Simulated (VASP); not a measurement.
These are vdW-DF2, VASP's PBE PAW potentials (set 64) (plane waves; VASP) values and carry that method's errors.

Input for VASP

**POSCAR**
```
TiAl
1
    2.8511505582     0.0000000000     0.0000000000
    0.0000000000     2.8511505582     0.0000000000
    0.0000000000     0.0000000000     4.1008010395
Ti Al
1 1
Direct
  0.0000000000   0.0000000000   0.0000000000
  0.5000000000   0.5000000000   0.5000000000
```

**INCAR**
```
AGGAC = 0.0
ALGO = Normal
EDIFF = 1E-7
EDIFFG = -0.01
ENCUT = 520
GGA = ML
IBRION = 2
ISIF = 4
ISMEAR = 1
LASPH = .True.
LCHARG = .False.
LMAXMIX = 4
LREAL = .False.
LUSE_VDW = .True.
LWAVE = .False.
NELM = 100
NSW = 30
PREC = Accurate
SIGMA = 0.1
SYSTEM = TiAl
ZAB_VDW = -1.8867
```

File KPOINTS:
```
Regular mesh
0
G
13 13 9
0 0 0
```

POTCAR, in this order: Ti_sv Al (PBE.64 set). Program: vasp_std.

Output

**OSZICAR**
```
       N       E                     dE             d eps       ncg     rms          rms(c)
DAV:   1     0.942521670264E+02    0.94252E+02   -0.75117E+03  3088   0.139E+03
DAV:   2    -0.213177792108E+01   -0.96384E+02   -0.93717E+02  3137   0.329E+02
DAV:   3    -0.794057459218E+01   -0.58088E+01   -0.56014E+01  4924   0.784E+01
DAV:   4    -0.813620307395E+01   -0.19563E+00   -0.19419E+00  3937   0.126E+01
DAV:   5    -0.814524453323E+01   -0.90415E-02   -0.90341E-02  4543   0.243E+00    0.879E+00
DAV:   6    -0.703466395727E+01    0.11106E+01   -0.11861E+01  3970   0.355E+01    0.346E+00
DAV:   7    -0.687159078232E+01    0.16307E+00   -0.14103E+00  3634   0.127E+01    0.182E+00
DAV:   8    -0.687655898347E+01   -0.49682E-02   -0.15734E-01  3556   0.444E+00    0.536E-01
DAV:   9    -0.687399113390E+01    0.25678E-02   -0.34545E-02  3695   0.238E+00    0.220E-01
DAV:  10    -0.687427370280E+01   -0.28257E-03   -0.20426E-03  3726   0.503E-01    0.375E-02
DAV:  11    -0.687425560152E+01    0.18101E-04   -0.45417E-04  4287   0.219E-01    0.396E-02
DAV:  12    -0.687424919235E+01    0.64092E-05   -0.21401E-05  3517   0.530E-02    0.136E-02
DAV:  13    -0.687424624126E+01    0.29511E-05   -0.26354E-06  4177   0.150E-02    0.538E-03
DAV:  14    -0.687424586760E+01    0.37366E-06   -0.47131E-07  3587   0.856E-03    0.830E-04
DAV:  15    -0.687424599022E+01   -0.12262E-06   -0.57642E-08  1803   0.336E-03    0.246E-04
DAV:  16    -0.687424594669E+01    0.43525E-07   -0.22606E-08  1756   0.120E-03
   1 F= -.68742459E+01 E0= -.68741165E+01  d E =-.687425E+01
       N       E                     dE             d eps       ncg     rms          rms(c)
DAV:   1    -0.687429325439E+01   -0.47264E-04   -0.16854E-03  3182   0.689E-01    0.428E-02
DAV:   2    -0.687426699836E+01    0.26256E-04   -0.91198E-05  3168   0.102E-01    0.208E-02
DAV:   3    -0.687425966944E+01    0.73289E-05   -0.13970E-05  3859   0.481E-02    0.734E-03
DAV:   4    -0.687425893360E+01    0.73584E-06   -0.26897E-06  3901   0.181E-02    0.173E-03
DAV:   5    -0.687425891617E+01    0.17430E-07   -0.31119E-07  3352   0.587E-03
   2 F= -.68742589E+01 E0= -.68741249E+01  d E =-.129695E-04
```

OUTCAR:
```
------------------------ aborting loop because EDIFF is reached ----------------------------------------
  FORCE on cell =-STRESS in cart. coord.  units (eV):
  Direction    XX          YY          ZZ          XY          YZ          ZX
  --------------------------------------------------------------------------------------
  Total       -0.0039944     -0.0039944      0.0164090      0.0000000      0.0000000      0.0000000
  in kB       -0.1919797     -0.1919797      0.7886504      0.0000000      0.0000000      0.0000000
  external PRESSURE =       0.1348970 kB  Pullay stress =       0.0000000 kB
  volume of cell :       33.34
      direct lattice vectors                 reciprocal lattice vectors
     2.850420150  0.000000000  0.000000000     0.350825474  0.000000000  0.000000000
     0.000000000  2.850420150 -0.000000000     0.000000000  0.350825474 -0.000000000
     0.000000000  0.000000000  4.102902934     0.000000000  0.000000000  0.243729870
 POSITION                                       TOTAL-FORCE (eV/Angst)
 -----------------------------------------------------------------------------------
      0.00000      0.00000      0.00000         0.000000     -0.000000      0.000000
      1.42521      1.42521      2.05145         0.000000      0.000000      0.000000
 -----------------------------------------------------------------------------------
    total drift:                               -0.000000      0.000000      0.000000
  FREE ENERGIE OF THE ION-ELECTRON SYSTEM (eV)
  ---------------------------------------------------
  free  energy   TOTEN  =        -6.8742589162 eV

  energy  without entropy=       -6.8738569457  energy(sigma->0) =       -6.87412493

 reached required accuracy - stopping structural energy minimisation
```
(Selected blocks of OUTCAR.)

### CONTCAR
```
TiAl
   1.00000000000000
     2.8504201502579316    0.0000000000000000    0.0000000000000000
     0.0000000000000000    2.8504201502579316   -0.0000000000000000
     0.0000000000000000    0.0000000000000000    4.1029029341338754
  Ti              Al
     1     1
Direct
     0.0000000000000000    0.0000000000000000    0.0000000000000000
     0.5000000000000000    0.5000000000000000    0.5000000000000000
```

The compound is TiAl in the L1_0 structure. This run relaxes it. Symmetry was kept, so distortions that lower it aren't found. The electron count is odd and the run is not spin-polarised, which forces a metal.
